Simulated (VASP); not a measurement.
Input:

```
GdN
1.0
    0.00000     2.53980     2.53980
    2.53980     0.00000     2.53980
    2.53980     2.53980     0.00000
Gd N
1 1
Direct
  0.00000   0.00000   0.00000
  0.50000   0.50000   0.50000
```

Level of theory: PBE GGA, VASP's PBE PAW potentials (set 64) (plane waves; VASP). Run with 520 eV cut-off, 8×8×8 Γ-centred mesh, second-order Methfessel-Paxton smearing of 0.30 eV, potentials Gd_3 N.

The 4f electrons are frozen in the core of the lanthanide potential, so 4f levels, which can set the real gap, and their magnetism are missing.

Problem. Predict the energy per atom (σ→0), pressure, band gap (on the k-mesh) with the smallest direct gap where there is one.

Solution. 
```yaml
band gap (on the k-mesh): none (metal, semimetal or under 0.01 eV)
energy per atom (σ→0): -8.057 eV/atom
pressure: -8.07 GPa
```

Total energies compare only between runs with the same potentials, cut-off and functional.

The compound is GdN in the rock salt structure. The cell was not relaxed at this level. The run is one of a series of settings (ISMEAR = 2, SIGMA = 0.3 against the base run), some of them coarse on purpose.
